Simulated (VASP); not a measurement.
# TaTi (Cmmm) in VASP: single point with LDA

Aim: the single point of TaTi with LDA.

Program: VASP 6.6.1. These are calculated values, not measurements. Logs are shortened: lines on timing, memory, paths and dates and some standing lists are left out, and cuts for length are marked.

### 1 The cell of the first run

It takes space group Cmmm (No. 65, orthorhombic). The conventional cell has a = 3.192 Å, b = 4.549 Å, c = 4.542 Å, α = 90.00°, β = 90.00°, γ = 90.00°. Ti (site symmetry mmm) has 4 Ta at 2.78 Å and 4 Ti at 2.78 Å as nearest neighbours. Ta (site symmetry mmm) is surrounded by 4 Ti at 2.78 Å and 4 Ta at 2.78 Å.

The cell comes from a database or a generator and needn't be the stable form of this composition.

### 2 Single point, LDA (relaxed again under DFT LDA, scalar-relativistic, plane waves, PAW)

The input, INCAR:

```
PREC = Accurate
ENCUT = 520
EDIFF = 1E-6
ISMEAR = 0
SIGMA = 0.1
LREAL = False
LASPH = True
NELM = 100
ALGO = Fast
ISIF = 2
LWAVE = False
LCHARG = False
GGA = CA
NBANDS = 18
```

The input, KPOINTS:

```
Automatic mesh
0
Gamma
  16 16 10
```

The input, POSCAR:

```
TaTi
1.0
    1.5961442709     -2.2744254000      0.0000000000
    1.5961442709      2.2744254000      0.0000000000
    0.0000000000      0.0000000000      4.5418356660
Ti Ta
1 1
Direct
    0.5000000000      0.5000000000      0.5000000000
    0.0000000000      0.0000000000      0.0000000000
```

Potentials or basis: VASP PAW LDA potentials, release 64 (Ti_sv, Ta_pv).

The run is started by

```sh
$ cat potpaw_LDA.64/Ti_sv/POTCAR potpaw_LDA.64/Ta_pv/POTCAR > POTCAR
$ mpirun -np 1 vasp_std > vasp.out
```

OUTCAR:

```text
PREC = Accurate
   ENCUT = 520
   EDIFF = 1E-6
   ISMEAR = 0
   LREAL = False
   LASPH = True
   NELM = 100
   ISIF = 2
   GGA = CA

 ion  position               nearest neighbor table
   1  0.500  0.500  0.500-   2 2.78   2 2.78   2 2.78   2 2.78   2 3.21   2 3.21   2 3.21   2 3.21

   2  0.000  0.000  0.000-   1 2.78   1 2.78   1 2.78   1 2.78   1 3.21   1 3.21   1 3.21   1 3.21

  LATTYP: Found a base centered orthorhombic cell.
 ALAT       =     3.1922885418
 B/A-ratio  =     1.4249497627
 C/A-ratio  =     1.4227522376

  Lattice vectors:

 A1 = (   1.5961442709,  -2.2744254000,   0.0000000000)
 A2 = (   1.5961442709,   2.2744254000,   0.0000000000)
 A3 = (   0.0000000000,   0.0000000000,   4.5418356660)

Analysis of symmetry for initial positions (statically):
=====================================================================
 Subroutine PRICEL returns:
 Original cell was already a primitive cell.

 Routine SETGRP: Setting up the symmetry group for a
 base centered orthorhombic supercell.

 Subroutine GETGRP returns: Found  8 space group operations
 (whereof  8 operations were pure point group operations)
 out of a pool of  8 trial point group operations.

The static configuration has the point symmetry D_2h.

Analysis of symmetry for dynamics (positions and initial velocities):
=====================================================================
 Subroutine PRICEL returns:
 Original cell was already a primitive cell.

 Routine SETGRP: Setting up the symmetry group for a
 base centered orthorhombic supercell.

 Subroutine GETGRP returns: Found  8 space group operations
 (whereof  8 operations were pure point group operations)
 out of a pool of  8 trial point group operations.

The dynamic configuration has the point symmetry D_2h.

 Subroutine INISYM returns: Found  8 space group operations
 (whereof  8 operations are pure point group operations),
 and found     1 'primitive' translations

----------------------------------------------------------------------------------------

                                     Primitive cell

  volume of cell :      32.9766

  direct lattice vectors                    reciprocal lattice vectors
     1.596144271 -2.274425400  0.000000000     0.313254891 -0.219835744  0.000000000
     1.596144271  2.274425400  0.000000000     0.313254891  0.219835744  0.000000000
     0.000000000  0.000000000  4.541835666     0.000000000  0.000000000  0.220175293

  length of vectors
[... 76 lines left out ...]
   ISPIN  =      1    spin polarized calculation?
   LNONCOLLINEAR =      F non collinear calculations
   LSORBIT =      F    spin-orbit coupling
   LASPH  =      T    aspherical Exc in radial PAW
   ENCUT  =  520.0 eV  38.22 Ry    6.18 a.u.   5.17  5.17  8.44*2*pi/ulx,y,z
   NELM   =    100;   NELMIN=  2; NELMDL= -5     # of ELM steps
   EDIFF  = 0.1E-05   stopping-criterion for ELM
   LREAL  =      F    real-space projection
   EDIFFG = 0.1E-04   stopping-criterion for IOM
   NSW    =      0    number of steps for IOM
   IBRION =     -1    ionic relax: 0-MD 1-quasi-New 2-CG
   NFREE  =      0    steps in history (QN), initial steepest desc. (CG)
   ISIF   =      2    stress and relaxation
   ISYM   =      2    0-nonsym 1-usesym 2-fastsym
   POTIM  = 0.5000    time-step for ionic-motion
   TEBEG  =    0.0;   TEEND  =   0.0 temperature during run
   PSTRESS=    0.0 pullay stress
   NELECT =      23.0000    total number of electrons
   NUPDOWN=      -1.0000    fix difference up-down
   EMIN   =  10.00;   EMAX   =-10.00  energy-range for DOS
   EFERMI =   0.00;   METHOD = LEGACY
   ISMEAR =     0;   SIGMA  =   0.10  broadening in eV -4-tet -1-fermi 0-gaus
   EFERMI_NEDOS =   21; number of points for ismear=-14 and -15
   IALGO  =     68    algorithm
   IMIX   =      4    mixing-type and parameters
     AMIX     =   0.40;   BMIX     =  1.00
     AMIX_MAG =   1.60;   BMIX_MAG =  1.00
  volume/ion in A,a.u.               =      16.49       111.27
  Fermi-wavevector in a.u.,A,eV,Ry     =   1.451830  2.743560 28.678491  2.107810
  Thomas-Fermi vector in A             =   2.569282
   LORBIT       =      0    0 simple, 1 ext, 2 COOP (PROOUT), +10 PAW based schemes
   GGA     = CA    functional components
   LHFCALC =     F    Hartree Fock is set to
   AEXX    =    0.0000 exact exchange contribution
   IVDW    =     0    specifies the selected vdW correction
   LEPSILON=     F    determine dielectric tensor
   LRPA    =     F    only Hartree local field effects (RPA)
 non-spin polarized calculation
 RMM-DIIS sequential band-by-band and
 Gauss-broadening in eV      SIGMA  =   0.10
  energy-cutoff  :      520.00
  volume of cell :       32.98
 maximum number of plane-waves:       910
 NGX is ok and might be reduce to    24
   NGX = 11   NGY = 11   NGZ = 17

 number of electron      23.0000002 magnetization

 Free energy of the ion-electron system (eV)
  ---------------------------------------------------
  ext. energy  EPLUGINS =         0.00000000
  ---------------------------------------------------
  free energy    TOTEN  =       -21.29728175 eV

  energy without entropy =      -21.28021649  energy(sigma->0) =      -21.28874912

 E-fermi :   7.2797     XC(G=0): -12.6593

 val. band max:        7.2760475636   @ k =   0.1875   0.1875   0.3000
 cond. band min:       7.2799643509   @ k =  -0.1875   0.0625   0.1000
 fundamental gap:      0.0039167874
 Fermi energy:         7.2796895431

 k-point     1 :       0.0000    0.0000    0.0000
  band No.  band energies     occupation
      1     -48.3303      2.00000
      2     -26.3919      2.00000
      3     -25.6399      2.00000
      4     -25.3577      2.00000
      5     -24.7333      2.00000
      6     -24.6732      2.00000
[... 481 lines left out ...]
      5     -24.7326      2.00000
      6     -24.6839      2.00000
[... 10 lines left out ...]
     17      11.0014      0.00000
     18      12.5411      0.00000

 [... further k-points ...]
[... 5 lines left out ...]
  --------------------------------------------------------------------------------------
  -------------------------------------------------------------------------------------
  Total        0.0745859      0.0874213      0.0524320      0.0000000      0.0000000      0.0000000
  in kB        3.6237830      4.2473948      2.5474284      0.0000000      0.0000000      0.0000000
  external PRESSURE =       3.4728687 kB  Pullay stress =       0.0000000 kB

 VOLUME and BASIS-vectors are now :
 -----------------------------------------------------------------------------
  energy-cutoff  :      520.00
  volume of cell :       32.98
      direct lattice vectors                 reciprocal lattice vectors
     1.596144271 -2.274425400  0.000000000     0.313254891 -0.219835744  0.000000000
     1.596144271  2.274425400  0.000000000     0.313254891  0.219835744  0.000000000
     0.000000000  0.000000000  4.541835666     0.000000000  0.000000000  0.220175293

 POSITION                                       TOTAL-FORCE (eV/Angst)
 -----------------------------------------------------------------------------------
      1.59614      0.00000      2.27092        -0.000000      0.000000      0.000000
      0.00000      0.00000      0.00000         0.000000      0.000000      0.000000
 -----------------------------------------------------------------------------------
    total drift:                                0.000000      0.000000     -0.000000

  FREE ENERGIE OF THE ION-ELECTRON SYSTEM (eV)
  ---------------------------------------------------
  free  energy   TOTEN  =       -21.2972817451 eV

  energy  without entropy=      -21.2802164872  energy(sigma->0) =      -21.28874912
```

stdout:

```text
POSCAR found type information on POSCAR TiTa
 POSCAR found :  2 types and       2 ions
 scaLAPACK will be used
 LDA part: xc-table for (Slater(with rela. corr.)+CA(PZ))
 , standard interpolation
 POSCAR, INCAR and KPOINTS ok, starting setup
 FFT: planning ... GRIDC
 FFT: planning ... GRID_SOFT
 FFT: planning ... GRID
 WAVECAR not read
 entering main loop
WARNING in EDDRMM: call to ZHEGV failed, returncode =   8  4      4
WARNING in EDDRMM: call to ZHEGV failed, returncode =   8  4     15
WARNING in EDDRMM: call to ZHEGV failed, returncode =   6  3     10
WARNING in EDDRMM: call to ZHEGV failed, returncode =   6  3      9
WARNING in EDDRMM: call to ZHEGV failed, returncode =   8  4     13
WARNING in EDDRMM: call to ZHEGV failed, returncode =   8  4     13
WARNING in EDDRMM: call to ZHEGV failed, returncode =   8  4      3
WARNING in EDDRMM: call to ZHEGV failed, returncode =   6  3     17
WARNING in EDDRMM: call to ZHEGV failed, returncode =   6  3      9
WARNING in EDDRMM: call to ZHEGV failed, returncode =   8  4     17
WARNING in EDDRMM: call to ZHEGV failed, returncode =   6  3     10
WARNING in EDDRMM: call to ZHEGV failed, returncode =   8  4     16
WARNING in EDDRMM: call to ZHEGV failed, returncode =   6  3     13
WARNING in EDDRMM: call to ZHEGV failed, returncode =   6  3     17
WARNING in EDDRMM: call to ZHEGV failed, returncode =   8  4      6
```

Wall time 5.4 min (1 thread of AMD EPYC 9R45 (Zen 5), shared host); peak memory 0.33 GiB.

What came out:

| Quantity | Value |
| --- | --- |
| Free energy | -21.2973 eV |
| Pressure | 0.3 GPa |
| Band gap on the k mesh | none (metal or under the smearing width) |

Stress tensor (GPa, compression positive):
```
0.36 0.00 0.00
0.00 0.42 0.00
0.00 0.00 0.25
```

Levels at points of the mesh, in eV from the Fermi level:
| k point | band 9 | band 10 | band 11 | band 12 | band 13 | band 14 |
| --- | --- | --- | --- | --- | --- | --- |
| (0.00, 0.00, 0.00) | -3.65 | -1.19 | 0.82 | 0.88 | 0.91 | 1.74 |
| (0.50, 0.00, 0.00) | -1.72 | -1.67 | -0.74 | -0.55 | 0.13 | 2.62 |
| (0.50, 0.50, 0.00) | -3.33 | -2.91 | -1.03 | 1.69 | 3.24 | 3.94 |
| (0.00, 0.00, 0.50) | -3.94 | -0.66 | -0.15 | 0.18 | 0.43 | 2.48 |
| (0.50, 0.00, 0.50) | -3.62 | -1.38 | -0.78 | 1.53 | 2.04 | 2.95 |
| (0.50, 0.50, 0.50) | -2.22 | -1.66 | -0.99 | 1.24 | 1.26 | 1.80 |
